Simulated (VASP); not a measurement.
Output of a VASP run:

### OSZICAR
```
...
RMM:   6    -0.155938116338E+03   -0.42624E-05   -0.13567E-04   500   0.214E-02    0.258E-02
RMM:   7    -0.155938105524E+03    0.10814E-04   -0.83915E-05   443   0.138E-02    0.779E-03
RMM:   8    -0.155938106238E+03   -0.71435E-06   -0.10675E-05   347   0.597E-03
  22 F= -.15593811E+03 E0= -.15593811E+03  d E =-.267260E-01
       N       E                     dE             d eps       ncg     rms          rms(c)
DAV:   1    -0.155932888124E+03    0.52174E-02   -0.85231E+00   608   0.544E+00    0.670E-01
RMM:   2    -0.155945192390E+03   -0.12304E-01   -0.14594E-01   576   0.653E-01    0.204E-01
RMM:   3    -0.155946775198E+03   -0.15828E-02   -0.18432E-02   578   0.253E-01    0.177E-01
RMM:   4    -0.155946894864E+03   -0.11967E-03   -0.29986E-03   592   0.117E-01    0.135E-01
RMM:   5    -0.155946835725E+03    0.59139E-04   -0.73396E-04   576   0.592E-02    0.298E-02
RMM:   6    -0.155946851622E+03   -0.15897E-04   -0.14674E-04   559   0.224E-02    0.199E-02
RMM:   7    -0.155946846604E+03    0.50175E-05   -0.50728E-05   420   0.126E-02
  23 F= -.15594685E+03 E0= -.15594685E+03  d E =-.874037E-02
       N       E                     dE             d eps       ncg     rms          rms(c)
DAV:   1    -0.155946819648E+03    0.31974E-04   -0.10381E-01   632   0.599E-01    0.730E-02
RMM:   2    -0.155946974609E+03   -0.15496E-03   -0.17914E-03   576   0.724E-02    0.229E-02
RMM:   3    -0.155946993693E+03   -0.19084E-04   -0.22534E-04   556   0.282E-02    0.208E-02
RMM:   4    -0.155946995021E+03   -0.13282E-05   -0.37895E-05   385   0.132E-02
  24 F= -.15594700E+03 E0= -.15594700E+03  d E =-.888878E-02
       N       E                     dE             d eps       ncg     rms          rms(c)
DAV:   1    -0.155947068602E+03   -0.74909E-04   -0.26348E+00   600   0.312E+00    0.324E-01
RMM:   2    -0.155949975935E+03   -0.29073E-02   -0.33961E-02   576   0.333E-01    0.102E-01
RMM:   3    -0.155950326554E+03   -0.35062E-03   -0.42737E-03   578   0.128E-01    0.844E-02
RMM:   4    -0.155950341328E+03   -0.14774E-04   -0.65624E-04   591   0.581E-02    0.612E-02
RMM:   5    -0.155950327709E+03    0.13619E-04   -0.18514E-04   576   0.304E-02    0.147E-02
RMM:   6    -0.155950331548E+03   -0.38391E-05   -0.40026E-05   408   0.117E-02
  25 F= -.15595033E+03 E0= -.15595033E+03  d E =-.333653E-02
       N       E                     dE             d eps       ncg     rms          rms(c)
DAV:   1    -0.155950231576E+03    0.96133E-04   -0.16805E-01   616   0.788E-01    0.821E-02
RMM:   2    -0.155950432601E+03   -0.20102E-03   -0.23016E-03   576   0.888E-02    0.267E-02
RMM:   3    -0.155950455889E+03   -0.23288E-04   -0.28590E-04   578   0.337E-02    0.233E-02
RMM:   4    -0.155950457060E+03   -0.11710E-05   -0.46491E-05   412   0.158E-02
  26 F= -.15595046E+03 E0= -.15595046E+03  d E =-.346204E-02
       N       E                     dE             d eps       ncg     rms          rms(c)
DAV:   1    -0.155950475933E+03   -0.20044E-04   -0.17419E+00   592   0.254E+00    0.225E-01
RMM:   2    -0.155951992866E+03   -0.15169E-02   -0.16844E-02   576   0.244E-01    0.677E-02
RMM:   3    -0.155952193351E+03   -0.20048E-03   -0.21409E-03   577   0.933E-02    0.660E-02
RMM:   4    -0.155952203290E+03   -0.99388E-05   -0.29467E-04   584   0.412E-02    0.468E-02
RMM:   5    -0.155952200273E+03    0.30163E-05   -0.95336E-05   541   0.216E-02
  27 F= -.15595220E+03 E0= -.15595220E+03  d E =-.174321E-02
```

### OUTCAR
```
------------------------ aborting loop because EDIFF is reached ----------------------------------------
  FORCE on cell =-STRESS in cart. coord.  units (eV):
  Direction    XX          YY          ZZ          XY          YZ          ZX
  --------------------------------------------------------------------------------------
  Total       12.6105870     12.6091262     12.5761998      1.6196276     -1.4961397     -1.5028775
  in kB       15.8278092     15.8259756     15.7846490      2.0328281     -1.8778359     -1.8862927
  external PRESSURE =      15.8128113 kB  Pullay stress =       0.0000000 kB
  volume of cell :     1276.51
      direct lattice vectors                 reciprocal lattice vectors
     0.000000000  8.609905044  8.609905044    -0.058072650  0.058072650  0.058072650
     8.609905044  0.000000000  8.609905044     0.058072650 -0.058072650  0.058072650
     8.609905044  8.609905044  0.000000000     0.058072650  0.058072650 -0.058072650
  FREE ENERGIE OF THE ION-ELECTRON SYSTEM (eV)
  ---------------------------------------------------
  free  energy   TOTEN  =      -155.9522002735 eV

  energy  without entropy=     -155.9522002735  energy(sigma->0) =     -155.95220027

 reached required accuracy - stopping structural energy minimisation
```
(Selected blocks of OUTCAR.)

File POSCAR:
```
Zn26Se28
1
   -0.0000000000     8.6099050440     8.6099050440
    8.6099050440    -0.0000000000     8.6099050440
    8.6099050440     8.6099050440    -0.0000000000
Zn Se
26 28
Direct
  0.0000000000   0.0000000000   0.0000000000
  0.0000000000   0.0000000000   0.3333330000
  1.0000000000   1.0000000000   0.6666670000
  0.0000000000   0.3333330000   0.0000000000
  0.0000000000   0.3333330000   0.3333330000
  1.0000000000   0.3333330000   0.6666670000
  0.0000000000   0.6666670000   0.0000000000
  0.0000000000   0.6666670000   0.3333330000
  1.0000000000   0.6666670000   0.6666670000
  0.3333330000   0.0000000000   0.0000000000
  0.3333330000   0.0000000000   0.3333330000
  0.3333330000   1.0000000000   0.6666670000
  0.3333330000   0.3333330000   0.0000000000
  0.3333330000   0.3333330000   0.3333330000
  0.3333330000   0.6666670000   0.0000000000
  0.3333330000   0.6666670000   0.3333330000
  0.3333330000   0.6666670000   0.6666670000
  0.6666670000   0.0000000000   0.0000000000
  0.6666670000   0.0000000000   0.3333330000
  0.6666670000   1.0000000000   0.6666670000
  0.6666670000   0.3333330000   0.0000000000
  0.6666670000   0.3333330000   0.3333330000
  0.6666670000   0.3333330000   0.6666670000
  0.6666670000   0.6666670000   0.0000000000
  0.6666670000   0.6666670000   0.3333330000
  0.6666670000   0.6666670000   0.6666670000
  0.2500000000   0.2500000000   0.2500000000
  0.2515690000   0.2473100000   0.5804880000
  0.2450100000   0.2520850000   0.9195980000
  0.2500000000   0.5833330000   0.2500000000
  0.2534830000   0.5795080000   0.5840420000
  0.2500000000   0.5833330000   0.9166670000
  0.2500000000   0.9166670000   0.2500000000
  0.2500000000   0.9166670000   0.5833330000
  0.2500000000   0.9166670000   0.9166670000
  0.5833330000   0.2500000000   0.2500000000
  0.5838630000   0.2524120000   0.5770280000
  0.5833330000   0.2500000000   0.9166670000
  0.5833330000   0.5833330000   0.2500000000
  0.5833330000   0.5833330000   0.5833330000
  0.3312510000   0.3321160000   0.6643730000
  0.5833330000   0.5833330000   0.9166670000
  0.5833330000   0.9166670000   0.2500000000
  0.5833330000   0.9166670000   0.5833330000
  0.5833330000   0.9166670000   0.9166670000
  0.9166670000   0.2500000000   0.2500000000
  0.9166670000   0.2500000000   0.5833330000
  0.9166670000   0.2500000000   0.9166670000
  0.9166670000   0.5833330000   0.2500000000
  0.9166670000   0.5833330000   0.5833330000
  0.9166670000   0.5833330000   0.9166670000
  0.9166670000   0.9166670000   0.2500000000
  0.9166670000   0.9166670000   0.5833330000
  0.9166670000   0.9166670000   0.9166670000
```

Problem. Reconstruct the remaining input files.

Solution. Several could match; the one computed here: the input of the run itself, PBE GGA, plane waves, VASP's PBE PAW potentials (set 64).

INCAR:
```
SYSTEM = Zn26Se28
PREC = Normal
ENCUT = 400
EDIFF = 1E-5
NELM = 100
ALGO = Fast
LREAL = Auto
LASPH = .TRUE.
ISMEAR = 0
SIGMA = 0.05
GGA = PE
LMAXMIX = 4
LWAVE = .FALSE.
LCHARG = .FALSE.
NELMIN = 4
ISYM = 0
IBRION = 2
ISIF = 2
NSW = 60
EDIFFG = -0.03
```

File KPOINTS:
```
Automatic mesh
0
Gamma
1 1 1
0 0 0
```

POTCAR, in this order: Zn Se (PBE.64 set). Program: vasp_gam.

The supercell is sampled at Γ alone, which is coarse: total energies, pressure and levels can be off, energies of defects by several tenths of an eV.

The cell is a supercell with a defect, built from a database entry that may be metastable or hypothetical: Se_Zn. The run is not spin-polarised, so no state with unpaired spins was tried.
